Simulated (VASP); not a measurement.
Wanted: the native input for a VASP 6.6.1 run.

* Task: single point
* Functional: PBE
* Potentials or basis: VASP PAW PBE potentials, release 64 (W_sv, C)
* Cutoff: 520 eV
* k mesh: 18 × 18 × 16
* Occupations: gaussian, width 0.1 eV
* Spin: no spin polarisation
* Further INCAR settings: ALGO = Fast; EDIFF = 1e-07

The structure of WC lies in POSCAR:

```
WC
1.0
    2.9065000000      0.0000000000      0.0000000000
   -1.4532500000      2.5171028400      0.0000000000
    0.0000000000      0.0000000000      2.8366000000
W C
1 1
Direct
    0.0000000000      0.0000000000      0.0000000000
    0.6666666700      0.3333333300      0.5000000000
```

One way to write it, as run:

INCAR

```
SYSTEM = WC
ALGO     = Fast           ! electronic algorithm
EDIFF    = 1E-7           ! SCF threshold, eV
ENCUT    = 520            ! plane-wave cutoff, eV
GGA      = PE             ! functional
ISIF     = 2              ! what is computed and relaxed
ISMEAR   = 0              ! smearing method
LASPH    = .True.         ! aspherical terms in the spheres
LCHARG   = .False.        ! write CHGCAR
LREAL    = .False.        ! projectors in reciprocal space
LWAVE    = .False.        ! write WAVECAR
NELM     = 100            ! most SCF steps
PREC     = Accurate       ! precision mode
SIGMA    = 0.1            ! smearing width, eV
```

KPOINTS

```
k-points
0
Gamma
  18 18 16
  0 0 0
```

Potentials or basis: VASP PAW PBE potentials, release 64 (W_sv, C).

The run is started by

```sh
$ cat potpaw_PBE.64/W_sv/POTCAR potpaw_PBE.64/C/POTCAR > POTCAR
$ mpirun -np 1 vasp_std > vasp.out
```

Results of the run:

```
Pressure               : 6.7 GPa
Band gap on the k mesh : none (metal or under the smearing width)
```

Run time: 61 s on 1 thread of Intel(R) Xeon(R) Platinum 8488C (Sapphire Rapids), with other jobs on the host, peak memory 0.22 GiB.
